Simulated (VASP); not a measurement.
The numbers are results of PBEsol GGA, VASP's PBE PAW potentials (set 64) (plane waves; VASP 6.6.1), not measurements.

The input files of a VASP run:

**KPOINTS**
```
Automatic mesh
0
Gamma
1 1 1
0 0 0
```

### INCAR
```
# general
SYSTEM   =  HfC
PREC     =  Accurate
ENCUT    =  400
LREAL    =  F
LASPH    =  T

# electronic loop
EDIFF    =  1E-6
NELM     =  100
ALGO     =  Normal
LMAXMIX  =  6

# smearing
ISMEAR   =  0
SIGMA    =  0.2

# functional
GGA      =  PS

# ions
ISIF     =  2

# output
LWAVE    =  F
LCHARG   =  F
```

### POSCAR
```
HfC
1
    0.0000000000     2.3244080000     2.3244080000
    2.3244080000     0.0000000000     2.3244080000
    2.3244080000     2.3244080000     0.0000000000
Hf C
1 1
Direct
  0.0000000000   0.0000000000   0.0000000000
  0.5000000000   0.5000000000   0.5000000000
```

POTCAR, in this order: Hf_pv C (PBE.64 set). Program: vasp_std.

Q: What will the output report for the number of irreducible k-points (NKPTS), largest plane-wave count, number of space-group operations, FFT grid (NGX, NGY, NGZ)?

A: 
- number of irreducible k-points (NKPTS): 1
- largest plane-wave count: 459
- number of space-group operations: 48
- FFT grid (NGX, NGY, NGZ): 24 × 24 × 24

The structure is a typed HfC crystal (Fm-3m). The cell was not relaxed at this level. The k-mesh is coarse (spacing up to 2.34 per Å, 2π included), so the numbers may not be converged in it. The run is one of a series of settings (KPOINTS 1×1×1 Γ-centred mesh against the base run), some of them coarse on purpose.
